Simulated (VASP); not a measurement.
# Be2ZnO3 (P6/mmm) in VASP: notebook

Runs on Be2ZnO3. Level: PBE. Tasks: relaxation of cell and atoms.

Everything below comes from runs of VASP 6.6.1. Logs are shortened: lines on timing, memory, paths and dates and some standing lists are left out, and cuts for length are marked.

### Step 1. Starting point

Symmetry: P6/mmm, No. 191, hexagonal system. The conventional cell has a = 4.647 Å, b = 4.647 Å, c = 3.272 Å, α = 90.00°, β = 90.00°, γ = 120.00°. Around Be (site symmetry -6m2) lie 2 O at 1.64 Å. Zn (site symmetry 6/mmm) is surrounded by 2 O at 1.64 Å. O (site symmetry -6m2) is surrounded by 2 Be at 1.64 Å. Around O (site symmetry 6/mmm) lie 2 Zn at 1.64 Å.

The cell was built by a generator and needn't be a form met in nature.

### Step 2. Relaxation of cell and atoms, PBE

File INCAR:

```
PREC = Normal
ENCUT = 520
EDIFF = 1E-4
ISMEAR = 0
SIGMA = 0.15
LREAL = False
LASPH = True
NELM = 60
ALGO = Fast
ISIF = 3
LWAVE = False
LCHARG = False
GGA = PE
IBRION = 2
NSW = 24
EDIFFG = -0.08
```

File KPOINTS:

```
Automatic mesh
0
Gamma
  4 4 4
```

File POSCAR:

```
Be2ZnO3
1.0
    4.6468378800      0.0000000000      0.0000000000
   -2.3234189400      4.0242796500      0.0000000000
    0.0000000000      0.0000000000      3.2724006800
Be Zn O
2 1 3
Direct
    0.3333333300      0.6666666700      0.5000000000
    0.6666666700      0.3333333300      0.5000000000
    0.0000000000      0.0000000000      0.5000000000
    0.3333333300      0.6666666700      0.0000000000
    0.6666666700      0.3333333300      0.0000000000
    0.0000000000      0.0000000000      0.0000000000
```

Potentials or basis: VASP PAW PBE potentials, release 64 (Be, Zn, O).

On the command line:

```
> cat potpaw_PBE.64/Be/POTCAR potpaw_PBE.64/Zn/POTCAR potpaw_PBE.64/O/POTCAR > POTCAR
> mpirun -np 1 vasp_std > vasp.out
```

OUTCAR:

```text
PREC = Normal
   ENCUT = 520
   EDIFF = 1E-4
   ISMEAR = 0
   LREAL = False
   LASPH = True
   NELM = 60
   ISIF = 3
   GGA = PE
   IBRION = 2
   NSW = 24
   EDIFFG = -0.08

 ion  position               nearest neighbor table
   1  0.333  0.667  0.500-   4 1.64   4 1.64   3 2.68   3 2.68   3 2.68
   2  0.667  0.333  0.500-   5 1.64   5 1.64   3 2.68   3 2.68   3 2.68
   3  0.000  0.000  0.500-   6 1.64   6 1.64   1 2.68   2 2.68   1 2.68   2 2.68   2 2.68   1 2.68

   4  0.333  0.667  0.000-   1 1.64   1 1.64
   5  0.667  0.333  0.000-   2 1.64   2 1.64
   6  0.000  0.000  0.000-   3 1.64   3 1.64

  LATTYP: Found a hexagonal cell.
 ALAT       =     4.6468378800
 C/A-ratio  =     0.7042209702

  Lattice vectors:

 A1 = (   4.6468378800,   0.0000000000,   0.0000000000)
 A2 = (  -2.3234189400,   4.0242796500,   0.0000000000)
 A3 = (   0.0000000000,   0.0000000000,   3.2724006800)

Analysis of symmetry for initial positions (statically):
=====================================================================
 Subroutine PRICEL returns:
 Original cell was already a primitive cell.

 Routine SETGRP: Setting up the symmetry group for a
 hexagonal supercell.

 Subroutine GETGRP returns: Found 24 space group operations
 (whereof 24 operations were pure point group operations)
 out of a pool of 24 trial point group operations.

The static configuration has the point symmetry D_6h.

Analysis of symmetry for dynamics (positions and initial velocities):
=====================================================================
 Subroutine PRICEL returns:
 Original cell was already a primitive cell.

 Routine SETGRP: Setting up the symmetry group for a
 hexagonal supercell.

 Subroutine GETGRP returns: Found 24 space group operations
 (whereof 24 operations were pure point group operations)
 out of a pool of 24 trial point group operations.

The dynamic configuration has the point symmetry D_6h.

 Subroutine INISYM returns: Found 24 space group operations
 (whereof 24 operations are pure point group operations),
 and found     1 'primitive' translations

----------------------------------------------------------------------------------------

                                     Primitive cell

  volume of cell :      61.1945

  direct lattice vectors                    reciprocal lattice vectors
     4.646837880  0.000000000  0.000000000     0.215200105  0.124245839  0.000000000
    -2.323418940  4.024279650  0.000000000     0.000000000  0.248491677  0.000000000
     0.000000000  0.000000000  3.272400680     0.000000000  0.000000000  0.305586051

  length of vectors
     4.646837880  4.646837879  3.272400680     0.248491677  0.248491677  0.305586051

  position of ions in fractional coordinates (direct lattice)
     0.333333330  0.666666670  0.500000000
     0.666666670  0.333333330  0.500000000
     0.000000000  0.000000000  0.500000000
     0.333333330  0.666666670  0.000000000
     0.666666670  0.333333330  0.000000000
     0.000000000  0.000000000  0.000000000

  ion indices of the primitive-cell ions
   primitive index   ion index
                 1           1
                 2           2
                 3           3
                 4           4
                 5           5
                 6           6

----------------------------------------------------------------------------------------

 KPOINTS: Automatic mesh

Automatic generation of k-mesh.
 Grid dimensions read from file:
 generate k-points for:    4    4    4

 Generating k-lattice:

  Cartesian coordinates                     Fractional coordinates (reciprocal lattice)
     0.053800026  0.031061460  0.000000000     0.250000000  0.000000000  0.000000000
     0.000000000  0.062122919  0.000000000     0.000000000  0.250000000  0.000000000
     0.000000000  0.000000000  0.076396513     0.000000000  0.000000000  0.250000000

  Length of vectors
     0.062122919  0.062122919  0.076396513

  Shift w.r.t. Gamma in fractional coordinates (k-lattice)
     0.000000000  0.000000000  0.000000000

 Subroutine IBZKPT returns following result:
 ===========================================

 Found     12 irreducible k-points:

 Following reciprocal coordinates:
            Coordinates               Weight
  0.000000  0.000000  0.000000      1.000000
  0.250000 -0.000000  0.000000      6.000000
  0.500000 -0.000000  0.000000      3.000000
  0.250000  0.250000  0.000000      6.000000
  0.000000  0.000000  0.250000      2.000000
  0.250000 -0.000000  0.250000     12.000000
  0.500000 -0.000000  0.250000      6.000000
  0.250000  0.250000  0.250000     12.000000
  0.000000  0.000000  0.500000      1.000000
  0.250000 -0.000000  0.500000      6.000000
  0.500000 -0.000000  0.500000      3.000000
  0.250000  0.250000  0.500000      6.000000
   k-points           NKPTS =     12   k-points in BZ     NKDIM =     12   number of bands    NBANDS=     21
   number of dos      NEDOS =    301   number of ions     NIONS =      6
   total plane-waves  NPLWV =  14112
   dimension x,y,z NGX =    28 NGY =   28 NGZ =   18
   dimension x,y,z NGXF=    56 NGYF=   56 NGZF=   36
   ions per type =               2   1   3
   NGX,Y,Z   is equivalent  to a cutoff of  10.02, 10.02,  9.14 a.u.
   NGXF,Y,Z  is equivalent  to a cutoff of  20.03, 20.03, 18.29 a.u.
 SYSTEM =  unknown system
   PREC   = normal    normal or accurate (medium, high low for compatibility)
   ISTART =      0    job   : 0-new  1-cont  2-samecut
   ICHARG =      2    charge: 1-file 2-atom 10-const
   ISPIN  =      1    spin polarized calculation?
   LNONCOLLINEAR =      F non collinear calculations
   LSORBIT =      F    spin-orbit coupling
   LASPH  =      T    aspherical Exc in radial PAW
   ENCUT  =  520.0 eV  38.22 Ry    6.18 a.u.   8.64  8.64  6.08*2*pi/ulx,y,z
   NELM   =     60;   NELMIN=  2; NELMDL= -5     # of ELM steps
   EDIFF  = 0.1E-03   stopping-criterion for ELM
   LREAL  =      F    real-space projection
   EDIFFG = -.8E-01   stopping-criterion for IOM
   NSW    =     24    number of steps for IOM
   IBRION =      2    ionic relax: 0-MD 1-quasi-New 2-CG
   NFREE  =      1    steps in history (QN), initial steepest desc. (CG)
   ISIF   =      3    stress and relaxation
   ISYM   =      2    0-nonsym 1-usesym 2-fastsym
   POTIM  = 0.5000    time-step for ionic-motion
   TEBEG  =    0.0;   TEEND  =   0.0 temperature during run
   PSTRESS=    0.0 pullay stress
   NELECT =      34.0000    total number of electrons
   NUPDOWN=      -1.0000    fix difference up-down
   EMIN   =  10.00;   EMAX   =-10.00  energy-range for DOS
   EFERMI =   0.00;   METHOD = LEGACY
   ISMEAR =     0;   SIGMA  =   0.15  broadening in eV -4-tet -1-fermi 0-gaus
   EFERMI_NEDOS =   21; number of points for ismear=-14 and -15
   IALGO  =     68    algorithm
   IMIX   =      4    mixing-type and parameters
     AMIX     =   0.40;   BMIX     =  1.00
     AMIX_MAG =   1.60;   BMIX_MAG =  1.00
  volume/ion in A,a.u.               =      10.20        68.83
  Fermi-wavevector in a.u.,A,eV,Ry     =   1.345851  2.543290 24.644448  1.811316
  Thomas-Fermi vector in A             =   2.473731
   LORBIT       =      0    0 simple, 1 ext, 2 COOP (PROOUT), +10 PAW based schemes
   GGA     = PE    functional components
   LHFCALC =     F    Hartree Fock is set to
   AEXX    =    0.0000 exact exchange contribution
   IVDW    =     0    specifies the selected vdW correction
   LEPSILON=     F    determine dielectric tensor
   LRPA    =     F    only Hartree local field effects (RPA)
 conjugate gradient relaxation of ions
 non-spin polarized calculation
 RMM-DIIS sequential band-by-band and
 Gauss-broadening in eV      SIGMA  =   0.15
  energy-cutoff  :      520.00
  volume of cell :       61.19
 maximum number of plane-waves:      1660
   NGX = 17   NGY = 17   NGZ = 13

--------------------------------------- Ionic step        1  -------------------------------------------

 number of electron      34.0000024 magnetization

 Free energy of the ion-electron system (eV)
  ---------------------------------------------------
  ext. energy  EPLUGINS =         0.00000000
  ---------------------------------------------------
  free energy    TOTEN  =       -26.72923485 eV

  energy without entropy =      -26.71780474  energy(sigma->0) =      -26.72351980

------------------------ aborting loop because EDIFF is reached ----------------------------------------

  FORCE on cell =-STRESS in cart. coord.  units (eV):
  Direction    XX          YY          ZZ          XY          YZ          ZX
  --------------------------------------------------------------------------------------
  -------------------------------------------------------------------------------------
  Total       12.6582427     12.6582427    -17.4024609      0.0000000      0.0000000      0.0000000
  in kB      331.4147652    331.4147650   -455.6266326      0.0000000      0.0000000      0.0000000
  external PRESSURE =      69.0676326 kB  Pullay stress =       0.0000000 kB
[... 101 lines left out ...]
  FREE ENERGIE OF THE ION-ELECTRON SYSTEM (eV)
  ---------------------------------------------------
  free  energy   TOTEN  =       -28.1563688764 eV

  energy  without entropy=      -28.1563238615  energy(sigma->0) =      -28.15634637

 E-fermi :   2.8249     XC(G=0): -10.1345

 val. band max:        2.4261159077   @ k =   0.0000   0.0000   0.5000
 cond. band min:       3.2015356641   @ k =   0.0000   0.0000   0.0000
 fundamental gap:      0.7754197564
 Fermi energy:         2.8249329181

 k-point     1 :       0.0000    0.0000    0.0000
  band No.  band energies     occupation
      1     -17.7953      2.00000
      2     -15.5248      2.00000
      3     -14.8548      2.00000
      4      -4.8000      2.00000
      5      -4.8000      2.00000
      6      -4.7726      2.00000
[... 262 lines left out ...]
      5      -6.1379      2.00000
      6      -6.1096      2.00000
[... 13 lines left out ...]
     20       6.1599      0.00000
     21      10.4473      0.00000

[... ionic steps 4 to 7 ...]

--------------------------------------- Ionic step        8  -------------------------------------------

 number of electron      34.0000034 magnetization

------------------------ aborting loop because EDIFF is reached ----------------------------------------

  FORCE on cell =-STRESS in cart. coord.  units (eV):
  Direction    XX          YY          ZZ          XY          YZ          ZX
  --------------------------------------------------------------------------------------
  -------------------------------------------------------------------------------------
  Total        0.2102610      0.2102610     -1.4699353      0.0000000      0.0000000     -0.0000000
  in kB        3.9813598      3.9813598    -27.8336949      0.0000000      0.0000000     -0.0000000
  external PRESSURE =      -6.6236584 kB  Pullay stress =       0.0000000 kB
[... 65 lines left out ...]
  energy  without entropy=      -29.6557190973  energy(sigma->0) =      -29.65571910

--------------------------------------- Ionic step       10  -------------------------------------------

 number of electron      34.0000012 magnetization

 Free energy of the ion-electron system (eV)
  ---------------------------------------------------
  ext. energy  EPLUGINS =         0.00000000
  ---------------------------------------------------
  free energy    TOTEN  =       -29.66789697 eV

  energy without entropy =      -29.66789697  energy(sigma->0) =      -29.66789697

 E-fermi :   0.7546     XC(G=0):  -8.6373

 val. band max:        0.1010218079   @ k =   0.0000   0.0000   0.5000
 cond. band min:       1.3668965347   @ k =   0.0000   0.0000   0.0000
 fundamental gap:      1.2658747268
 Fermi energy:         0.7546498936

 k-point     1 :       0.0000    0.0000    0.0000
  band No.  band energies     occupation
      1     -19.0803      2.00000
      2     -17.0414      2.00000
      3     -16.7820      2.00000
      4      -6.1362      2.00000
      5      -6.1362      2.00000
      6      -6.0984      2.00000
[... 310 lines left out ...]
  FREE ENERGIE OF THE ION-ELECTRON SYSTEM (eV)
  ---------------------------------------------------
  free  energy   TOTEN  =       -29.6678969713 eV

  energy  without entropy=      -29.6678969712  energy(sigma->0) =      -29.66789697

 reached required accuracy - stopping structural energy minimisation
```

It took 45 s on 1 thread of Intel Xeon Platinum 8488C (Sapphire Rapids), shared host; peak memory 0.14 GiB.

Results:

| Item | Value |
| --- | --- |
| Free energy | -29.6679 eV |
| Relaxed volume | 14.13 Å³/atom |
| Relaxed cell | a = 5.600 Å, b = 5.600 Å, c = 3.121 Å, α = 90.00°, β = 90.00°, γ = 120.00° |
| Space group after relaxing (to 0.05 Å) | P6/mmm (No. 191) |
| Energy gained by relaxing | 489.8 meV/atom |
| Ionic steps | 10 |
| Pressure after relaxing | 0.5 GPa |
| Band gap on the k mesh | 1.27 eV, indirect (least direct gap 2.58 eV) |

Stress tensor (GPa, compression positive):
```
0.45 0.00 0.00
0.00 0.45 0.00
0.00 0.00 0.61
```

The path:
| step | energy change (eV) | largest force (eV/Å) | pressure (GPa) | volume (Å³) |
| --- | --- | --- | --- | --- |
| 1 | 0.0000 | 0.0000 | 6.91 | 61.19 |
| 2 | 0.7696 | 0.0000 | 64.55 | 63.89 |
| 3 | -1.4271 | 0.0000 | 24.87 | 62.77 |
| 4 | -1.4334 | 0.0000 | 27.69 | 62.87 |
| 5 | -2.8966 | 0.0000 | 2.85 | 81.04 |
| 6 | -2.9146 | 0.0000 | -3.04 | 87.82 |
| 7 | -2.9356 | 0.0000 | -0.96 | 85.10 |
| 8 | -2.9354 | 0.0000 | -0.66 | 84.61 |
| 9 | -2.9265 | 0.0000 | 1.36 | 85.06 |
| 10 | -2.9387 | 0.0000 | 0.50 | 84.77 |

Final structure:
```xyz
6
Lattice="5.6002 0.0000 0.0000 -2.8001 4.8499 0.0000 0.0000 0.0000 3.1211" Properties=species:S:1:pos:R:3 pbc="T T T"
Be    0.0000    3.2333    1.5606
Be    2.8001    1.6166    1.5606
Zn    0.0000    0.0000    1.5606
O     0.0000    3.2333    0.0000
O     2.8001    1.6166    0.0000
O     0.0000    0.0000    0.0000
```

Caveat: the k mesh is coarse (spacing up to 0.48 Å⁻¹), so the values aren't converged; the volume moved by over 15 % at a fixed basis, so the end points are rough; the relaxation stopped at a loose force limit of 0.08 eV/Å, so its end isn't a converged minimum. A k mesh can miss the band edges.

### Step 3. Relaxation of cell and atoms, PBE

This run uses another cell than the first one, of 9.54 Å³/atom, 0.935 times its volume.

INCAR is that of step 2.

KPOINTS is that of step 2.

File POSCAR:

```
Be2ZnO3
1.0
    4.2328966300      0.0000000000      0.0000000000
   -2.1164483100      3.6657960100      0.0000000000
    0.0000000000      0.0000000000      3.6881216400
Be Zn O
2 1 3
Direct
    0.3333333300      0.6666666700      0.5000000000
    0.6666666700      0.3333333300      0.5000000000
    0.0000000000      0.0000000000      0.0000000000
    0.5000000000      0.0000000000      0.5000000000
    0.0000000000      0.5000000000      0.5000000000
    0.5000000000      0.5000000000      0.5000000000
```

Potentials or basis: VASP PAW PBE potentials, release 64 (Be, Zn, O).

On the command line:

```
> cat potpaw_PBE.64/Be/POTCAR potpaw_PBE.64/Zn/POTCAR potpaw_PBE.64/O/POTCAR > POTCAR
> mpirun -np 1 vasp_std > vasp.out
```

It took 65 s on 1 thread of Intel Xeon Platinum 8488C (Sapphire Rapids), shared host; peak memory 0.15 GiB.

The run converged. Its results:

```yaml
Free_energy: -31.8603 eV
Relaxed_volume: 11.21 Å³/atom
Relaxed_cell: a = 5.093 Å, b = 5.093 Å, c = 2.993 Å, α = 90.00°, β = 90.00°, γ = 120.00°
Space_group_after_relaxing_to_0.05_Å: P6/mmm (No. 191)
Energy_gained_by_relaxing: 1805.1 meV/atom
Ionic_steps: 15
Pressure_after_relaxing: -0.1 GPa
Band_gap_on_the_k_mesh: none (metal or under the smearing width)
```

Stress tensor (GPa, compression positive):
```
 0.21  0.00  0.00
 0.00  0.21  0.00
 0.00  0.00 -0.75
```

The path:
```csv
step,energy change (eV),largest force (eV/Å),pressure (GPa),volume (Å³)
1,0.0000,0.0000,107.85,57.23
2,-0.8486,0.0000,-42.91,121.49
3,6.7223,0.0000,-7.13,85.30
4,-7.1319,0.0000,0.81,83.33
5,-10.0855,0.0000,-6.09,83.90
6,-10.3946,0.0000,-1.12,78.27
7,-10.4047,0.0000,-0.45,77.70
8,-10.4198,0.0000,0.81,76.56
9,-10.4283,0.0000,3.75,74.33
10,-10.5153,0.0000,4.20,72.78
11,-10.7126,0.0000,4.94,68.13
12,-10.5949,0.0000,11.57,58.79
13,-10.7650,0.0000,6.13,64.75
14,-10.8266,0.0000,1.54,66.67
15,-10.8305,0.0000,-0.11,67.24
```

Final structure:
```
Be Zn O
1.0
     5.09336    0.00000    0.00000
    -2.54668    4.41098    0.00000
     0.00000    0.00000    2.99307
Be Zn O
2 1 3
Direct
  0.33333 0.66667 0.50000
  0.66667 0.33333 0.50000
  0.00000 0.00000 0.00000
  0.50000 0.00000 0.50000
  0.00000 0.50000 0.50000
  0.50000 0.50000 0.50000
```

Levels at points of the mesh, in eV from the Fermi level:
```tsv
k point	band 15	band 16	band 17	band 18	band 19	band 20
(0.00, 0.00, 0.00)	-1.52	-0.15	-0.15	0.14	7.18	7.28
(0.50, 0.00, 0.00)	-0.76	-0.45	-0.15	0.65	4.17	6.46
(0.00, 0.00, 0.50)	-1.03	-1.03	0.30	2.25	2.32	5.01
(0.50, 0.00, 0.50)	-1.86	-1.54	-0.28	1.33	3.84	7.08
```

Caveat: the k mesh is coarse (spacing up to 0.43 Å⁻¹), so the values aren't converged; the volume moved by over 15 % at a fixed basis, so the end points are rough; the relaxation stopped at a loose force limit of 0.08 eV/Å, so its end isn't a converged minimum.
